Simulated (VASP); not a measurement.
Write the native input for VASP 6.6.1 that does the following.

```yaml
Task: relaxation of shape and atoms at fixed volume
Functional: LDA
Potentials_or_basis: VASP PAW LDA potentials, release 64 (Hf_pv)
Cutoff: 600 eV
k_mesh: 15 × 15 × 7
Occupations: methfessel-paxton, width 0.1 eV
Spin: no spin polarisation
Further_INCAR_settings: ALGO = Normal; EDIFF = 1e-07; IBRION = 2; EDIFFG = -0.01; NSW = 40; ISIF = 4
```

The structure of Hf lies in POSCAR:

```
Hf                                      
1.0
    3.1601891473      0.0000000000      0.0000000000
   -1.5800945737      2.7368040823      0.0000000000
    0.0000000000      0.0000000000      5.0090250028
  Hf            
     2
Direct
     0.3333333332999970    0.6666666667000030    0.2500000000000000
     0.6666666667000030    0.3333333332999970    0.7500000000000000
```

The cell isn't the ideal one: a relaxed cell with its volume scaled by 1.04.

One way to write it, as run:

INCAR

```
SYSTEM = Hf
PREC = Accurate
ENCUT = 600
EDIFF = 1E-7
ISMEAR = 1
SIGMA = 0.1
LREAL = .FALSE.
LASPH = .TRUE.
NELM = 80
ALGO = Normal
ISIF = 4
LWAVE = .FALSE.
LCHARG = .FALSE.
IBRION = 2
NSW = 40
EDIFFG = -0.01
```

KPOINTS

```
Automatic mesh
0
G
  15 15 7
  0 0 0
```

Potentials or basis: VASP PAW LDA potentials, release 64 (Hf_pv).

Run with:

```bash
$ cat potpaw_LDA.64/Hf_pv/POTCAR > POTCAR
$ mpirun -np 1 vasp_std > vasp.out
```

It gave:

The energy gained by relaxing is 0.0 meV/atom and the ionic steps are 2. The pressure after relaxing is -4.4 GPa and the band gap on the k mesh is none (metal or under the smearing width).

Run time: 2.1 min on 1 thread of AMD EPYC 7R13 Processor (Zen 3), with other jobs on the host, peak memory 0.17 GiB.
